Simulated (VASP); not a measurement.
Crystal: Ti3Al2.

```
Ti Al
1.0
    -1.41500    1.41500   10.15000
     1.41500   -1.41500   10.15000
     1.41500    1.41500  -10.15000
Ti Al
3 2
Direct
  0.80000 0.80000 0.00000
  0.00000 0.00000 0.00000
  0.20000 0.20000 0.00000
  0.40000 0.40000 0.00000
  0.60000 0.60000 0.00000
```

The cell was built by a generator and needn't be a form met in nature.

* Program: VASP 6.6.1
* Task: relaxation of cell and atoms
* Functional: PBE
* Potentials or basis: VASP PAW PBE potentials, release 64 (Ti_sv, Al)
* Cutoff: 520 eV
* k mesh: 8 × 8 × 8
* Occupations: gaussian, width 0.15 eV
* Spin: no spin polarisation

At the start: pressure 2.0 GPa; volume 16.26 Å³/atom.

Question: How do energy, volume and symmetry change on relaxing?

Answer: Over 9 steps the energy falls by 4.5 meV/atom and the volume is 16.48 Å³/atom (+1.4 %); space group I4/mmm (No. 139, to 0.05 Å).

Step by step:
```
step  energy change (eV)  largest force (eV/Å)  pressure (GPa)  volume (Å³)
   1              0.0000                0.2493            1.97        81.29
   2             -0.0124                0.1654           -0.30        83.66
   3             -0.0120                0.1797           -1.07        83.74
   4             -0.0201                0.1138            0.01        82.38
   5             -0.0196                0.1006            0.63        82.04
   6             -0.0201                0.1058            0.60        82.22
   7             -0.0202                0.1114            0.61        82.29
   8             -0.0203                0.0918            0.41        82.34
   9             -0.0225                0.0685            0.42        82.42
```

Final structure:
```cif
data_structure
_symmetry_space_group_name_H-M 'P 1'
_symmetry_Int_Tables_number 1
_cell_length_a 10.4592
_cell_length_b 10.4592
_cell_length_c 10.4592
_cell_angle_alpha 164.430
_cell_angle_beta 164.430
_cell_angle_gamma 22.089
_cell_volume 82.42
loop_
_atom_site_label
_atom_site_type_symbol
_atom_site_fract_x
_atom_site_fract_y
_atom_site_fract_z
_atom_site_occupancy
Ti1 Ti 0.80079 0.80079 0.00000 1
Ti2 Ti 0.00000 0.00000 0.00000 1
Ti3 Ti 0.19921 0.19921 0.00000 1
Al1 Al 0.40140 0.40140 0.00000 1
Al2 Al 0.59860 0.59860 0.00000 1
```

Caveat: the k mesh is coarse (spacing up to 0.39 Å⁻¹), so the values aren't converged.
